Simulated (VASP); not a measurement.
Calculation: rev-vdW-DF2, VASP's PBE PAW potentials (set 64) (plane waves; VASP).

A VASP calculation is set up with these files.

### KPOINTS
```
Automatic mesh
0
Gamma
7 7 7
0 0 0
```

**INCAR**
```
SYSTEM=Sr
PREC=Accurate; ENCUT=520; LREAL=.FALSE.
LASPH=.TRUE.
EDIFF=1E-6; NELM=100; ALGO=Normal
LMAXMIX=4
ISMEAR=0; SIGMA=0.05
GGA=MK; LUSE_VDW=.TRUE.; AGGAC=0.0
PARAM1=0.1234568; PARAM2=0.7114; ZAB_VDW=-1.8867
IBRION=2; NSW=60; ISIF=3
EDIFFG=-0.01
LWAVE=.FALSE.; LCHARG=.FALSE.
```

### POSCAR
```
Sr
1
   -0.0000000000     2.9670084332     2.9670084332
    2.9670084332    -0.0000000000     2.9670084332
    2.9670084332     2.9670084332    -0.0000000000
Sr
1
Direct
  0.0000000000   0.0000000000   0.0000000000
```

POTCAR, in this order: Sr_sv (PBE.64 set). Program: vasp_std.

The run wrote:

OSZICAR:
```
       N       E                     dE             d eps       ncg     rms          rms(c)
DAV:   1     0.393893591509E+02    0.39389E+02   -0.48707E+03   360   0.954E+02
DAV:   2     0.214504711814E+01   -0.37244E+02   -0.36650E+02   421   0.163E+02
DAV:   3     0.448671480153E+00   -0.16964E+01   -0.16860E+01   503   0.279E+01
DAV:   4     0.394288205886E+00   -0.54383E-01   -0.54328E-01   583   0.498E+00
DAV:   5     0.393032889054E+00   -0.12553E-02   -0.12551E-02   508   0.449E-01    0.119E+01
DAV:   6     0.393993454876E+00    0.96057E-03   -0.54269E-03   458   0.942E-01    0.671E+00
DAV:   7     0.394105573022E+00    0.11212E-03   -0.90769E-03   389   0.119E+00    0.256E-01
DAV:   8     0.393989669269E+00   -0.11590E-03   -0.16887E-03   559   0.253E-01    0.119E-01
DAV:   9     0.393969651776E+00   -0.20017E-04   -0.26559E-05   500   0.492E-02    0.346E-02
DAV:  10     0.393949260792E+00   -0.20391E-04   -0.21436E-05   411   0.421E-02    0.205E-02
DAV:  11     0.393949241262E+00   -0.19530E-07   -0.53054E-07   308   0.610E-03
   1 F= 0.39394924E+00 E0= 0.39504054E+00  d E =0.393949E+00
       N       E                     dE             d eps       ncg     rms          rms(c)
DAV:   1     0.392809324031E+00   -0.11399E-02   -0.26702E-02   449   0.134E+00    0.280E-01
DAV:   2     0.393687686868E+00    0.87836E-03   -0.20693E-03   384   0.442E-01    0.966E-02
DAV:   3     0.393948843361E+00    0.26116E-03   -0.13743E-03   534   0.231E-01    0.963E-02
DAV:   4     0.393906099955E+00   -0.42743E-04   -0.23056E-05   472   0.425E-02    0.476E-02
DAV:   5     0.393882649937E+00   -0.23450E-04   -0.13060E-04   504   0.642E-02    0.118E-02
DAV:   6     0.393882914957E+00    0.26502E-06   -0.94475E-07   297   0.659E-03
   2 F= 0.39388291E+00 E0= 0.39492865E+00  d E =-.663263E-04
```

OUTCAR:
```
------------------------ aborting loop because EDIFF is reached ----------------------------------------
  FORCE on cell =-STRESS in cart. coord.  units (eV):
  Direction    XX          YY          ZZ          XY          YZ          ZX
  --------------------------------------------------------------------------------------
  Total       -0.0060796     -0.0060796     -0.0060796     -0.0000000     -0.0000000     -0.0000000
  in kB       -0.1871995     -0.1871995     -0.1871995     -0.0000000     -0.0000000     -0.0000000
  external PRESSURE =      -0.1871995 kB  Pullay stress =       0.0000000 kB
  volume of cell :       52.03
      direct lattice vectors                 reciprocal lattice vectors
    -0.000000000  2.963119742  2.963119742    -0.168741071  0.168741071  0.168741071
     2.963119742  0.000000000  2.963119742     0.168741071 -0.168741071  0.168741071
     2.963119742  2.963119742  0.000000000     0.168741071  0.168741071 -0.168741071
 POSITION                                       TOTAL-FORCE (eV/Angst)
 -----------------------------------------------------------------------------------
      2.96312      5.92624      2.96312         0.000000     -0.000000     -0.000000
 -----------------------------------------------------------------------------------
    total drift:                               -0.000000     -0.000000      0.000000
  FREE ENERGIE OF THE ION-ELECTRON SYSTEM (eV)
  ---------------------------------------------------
  free  energy   TOTEN  =         0.3938829150 eV

  energy  without entropy=        0.3959743869  energy(sigma->0) =        0.39492865

 reached required accuracy - stopping structural energy minimisation
```
(Selected blocks of OUTCAR.)

CONTCAR:
```
Sr
   1.00000000000000
    -0.0000000000000000    2.9631197423876867    2.9631197423876867
     2.9631197423876867    0.0000000000000000    2.9631197423876867
     2.9631197423876867    2.9631197423876867    0.0000000000000000
  Sr
     1
Direct
     1.0000000000000000    0.0000000000000000    1.0000000000000000
```

The compound is Sr in the fcc structure. This run relaxes it. Symmetry was kept, so distortions that lower it aren't found. The start is the result of an earlier pass.
